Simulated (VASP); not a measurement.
Output of a VASP run:

**OSZICAR**
```
...
DAV:   1    -0.896210917147E+01   -0.89340E-03   -0.28804E-02  2193   0.249E+00    0.129E-01
DAV:   2    -0.896171387109E+01    0.39530E-03   -0.91199E-04  2457   0.417E-01    0.753E-02
DAV:   3    -0.896150801196E+01    0.20586E-03   -0.23608E-04  2760   0.212E-01    0.397E-02
DAV:   4    -0.896150909475E+01   -0.10828E-05   -0.27803E-05  2248   0.488E-02    0.182E-02
DAV:   5    -0.896150900441E+01    0.90339E-07   -0.11921E-06  1061   0.224E-02
   5 F= -.89615090E+01 E0= -.89067515E+01  d E =-.294020E-03
       N       E                     dE             d eps       ncg     rms          rms(c)
DAV:   1    -0.896188909713E+01   -0.38000E-03   -0.15696E-02  2183   0.184E+00    0.950E-02
DAV:   2    -0.896167508134E+01    0.21402E-03   -0.49670E-04  2433   0.307E-01    0.555E-02
DAV:   3    -0.896156381715E+01    0.11126E-03   -0.12907E-04  2745   0.157E-01    0.290E-02
DAV:   4    -0.896156438523E+01   -0.56809E-06   -0.14772E-05  1962   0.372E-02    0.131E-02
DAV:   5    -0.896156443943E+01   -0.54194E-07   -0.11408E-06  1206   0.175E-02
   6 F= -.89615644E+01 E0= -.89070720E+01  d E =-.349455E-03
       N       E                     dE             d eps       ncg     rms          rms(c)
DAV:   1    -0.896156729699E+01   -0.29118E-05   -0.97246E-05  2211   0.143E-01    0.770E-03
DAV:   2    -0.896156588604E+01    0.14109E-05   -0.22470E-06  1304   0.260E-02    0.424E-03
DAV:   3    -0.896156506016E+01    0.82588E-06   -0.59568E-07   784   0.217E-02
   7 F= -.89615651E+01 E0= -.89070524E+01  d E =-.350075E-03
       N       E                     dE             d eps       ncg     rms          rms(c)
DAV:   1    -0.896162080004E+01   -0.54914E-04   -0.33058E-03  2183   0.848E-01    0.436E-02
DAV:   2    -0.896157579982E+01    0.45000E-04   -0.10664E-04  2436   0.139E-01    0.258E-02
DAV:   3    -0.896155207089E+01    0.23729E-04   -0.26944E-05  2726   0.727E-02    0.136E-02
DAV:   4    -0.896155202948E+01    0.41412E-07   -0.29106E-06  1321   0.170E-02
   8 F= -.89615520E+01 E0= -.89069157E+01  d E =-.337045E-03
       N       E                     dE             d eps       ncg     rms          rms(c)
DAV:   1    -0.896160741387E+01   -0.55343E-04   -0.20585E-03  2198   0.664E-01    0.344E-02
DAV:   2    -0.896157930014E+01    0.28114E-04   -0.66106E-05  2421   0.116E-01    0.200E-02
DAV:   3    -0.896156461275E+01    0.14687E-04   -0.16618E-05  2634   0.577E-02    0.104E-02
DAV:   4    -0.896156468705E+01   -0.74300E-07   -0.15180E-06   949   0.144E-02
   9 F= -.89615647E+01 E0= -.89070264E+01  d E =-.349702E-03
       N       E                     dE             d eps       ncg     rms          rms(c)
DAV:   1    -0.896156616264E+01   -0.15499E-05   -0.47937E-05  2191   0.105E-01    0.526E-03
DAV:   2    -0.896156539785E+01    0.76479E-06   -0.75480E-07   803   0.173E-02
  10 F= -.89615654E+01 E0= -.89070444E+01  d E =-.350413E-03
       N       E                     dE             d eps       ncg     rms          rms(c)
DAV:   1    -0.896170529743E+01   -0.13913E-03   -0.43767E-03  1568   0.192E+00    0.822E-02
DAV:   2    -0.896162528437E+01    0.80013E-04   -0.35506E-04  2122   0.305E-01    0.362E-02
DAV:   3    -0.896157439418E+01    0.50890E-04   -0.92013E-05  2189   0.203E-01    0.114E-02
DAV:   4    -0.896157380523E+01    0.58895E-06   -0.84974E-06  2195   0.497E-02
  11 F= -.89615738E+01 E0= -.89071460E+01  d E =-.840738E-05
```

OUTCAR:
```
------------------------ aborting loop because EDIFF is reached ----------------------------------------
  FORCE on cell =-STRESS in cart. coord.  units (eV):
  Direction    XX          YY          ZZ          XY          YZ          ZX
  --------------------------------------------------------------------------------------
  Total        0.0043892      0.0043892      0.0037466      0.0000000      0.0000000      0.0000000
  in kB        0.1193480      0.1193480      0.1018736      0.0000000      0.0000000      0.0000000
  external PRESSURE =       0.1135232 kB  Pullay stress =       0.0000000 kB
  volume of cell :       58.92
      direct lattice vectors                 reciprocal lattice vectors
     1.759271560 -3.047147794 -0.000000000     0.284208539 -0.164087873  0.000000000
     1.759271560  3.047147794 -0.000000000     0.284208539  0.164087873  0.000000000
    -0.000000000  0.000000000  5.495742501     0.000000000  0.000000000  0.181959035
 POSITION                                       TOTAL-FORCE (eV/Angst)
 -----------------------------------------------------------------------------------
      1.75927      1.01572      1.37394         0.000000     -0.000000      0.000000
      1.75927     -1.01572      4.12181        -0.000000      0.000000      0.000000
 -----------------------------------------------------------------------------------
    total drift:                               -0.000001      0.000070     -0.000011
  FREE ENERGIE OF THE ION-ELECTRON SYSTEM (eV)
  ---------------------------------------------------
  free  energy   TOTEN  =        -8.9615738052 eV

  energy  without entropy=       -8.8527181440  energy(sigma->0) =       -8.90714597

 reached required accuracy - stopping structural energy minimisation
```
(Selected blocks of OUTCAR.)

File POSCAR:
```
Lu
1
    1.7130750000    -2.9671330000     0.0000000000
    1.7130750000     2.9671330000     0.0000000000
    0.0000000000     0.0000000000     5.4328950000
Lu
2
Direct
  0.3333330000   0.6666670000   0.2500000000
  0.6666670000   0.3333330000   0.7500000000
```

Question: Write an INCAR and KPOINTS that could have produced this output.

Answer: Several could match; the one computed here: the input of the run itself, PBE GGA, plane waves, VASP's PBE PAW potentials (set 64).

### INCAR
```
SYSTEM = Lu
PREC = Accurate
ENCUT = 300
EDIFF = 1E-6
NELM = 100
ALGO = Normal
LREAL = .FALSE.
LASPH = .TRUE.
ISMEAR = -1
SIGMA = 0.1
GGA = PE
LMAXMIX = 6
LWAVE = .FALSE.
LCHARG = .FALSE.
ISIF = 3
IBRION = 2
NSW = 50
EDIFFG = -0.01
```

KPOINTS:
```
kpoints
0
gamma
10 10 6
0 0 0
```

POTCAR, in this order: Lu_3 (PBE.64 set). Program: vasp_std.

At this cut-off the stress carries a Pulay error, which pulls relaxed volumes low. Energy and stress use the plane-wave basis of the starting cell.

The structure is a typed Lu crystal (P6_3/mmc). This run relaxes it. Symmetry was kept, so distortions that lower it aren't found. The run is one of a series of settings (EDIFFG = -0.01, IBRION = 2, ISIF = 3, NSW = 50 against the base run), some of them coarse on purpose.
